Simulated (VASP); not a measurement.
Input of a VASP 6.6.1 run:

File INCAR:

```
SYSTEM = Ag
PREC = Accurate
ENCUT = 600
EDIFF = 1E-7
ISMEAR = 1
SIGMA = 0.1
LREAL = .FALSE.
LASPH = .TRUE.
NELM = 80
ALGO = Normal
ISIF = 2
LWAVE = .FALSE.
LCHARG = .FALSE.
METAGGA = R2SCAN
LMIXTAU = .TRUE.
IBRION = 2
NSW = 40
EDIFFG = -0.01
```

KPOINTS

```
Automatic mesh
0
G
  16 16 16
  0 0 0
```

Contents of POSCAR:

```
Ag                                      
1.0
    0.0000000000      2.0800866660      2.0800866660
    2.0800866660      0.0000000000      2.0800866660
    2.0800866660      2.0800866660      0.0000000000
  Ag            
     1
Direct
     0.0000000000000000    0.0000000000000000    0.0000000000000000
```

Potentials or basis: VASP PAW PBE potentials, release 64 (Ag).

Run with:

```bash
$ cat potpaw_PBE.64/Ag/POTCAR > POTCAR
$ mpirun -np 1 vasp_std > vasp.out
```

Q: What does it give for the band gap on the k mesh?

A: None (metal or under the smearing width).

Final structure:
```yaml
crystal:
  lattice:
    - [0.00000, 2.08009, 2.08009]
    - [2.08009, 0.00000, 2.08009]
    - [2.08009, 2.08009, 0.00000]
  atoms:
    - { symbol: Ag, position: [0.00000, 0.00000, 0.00000] }
```

Caveat: the relaxation stopped at its first step, so nothing moved.
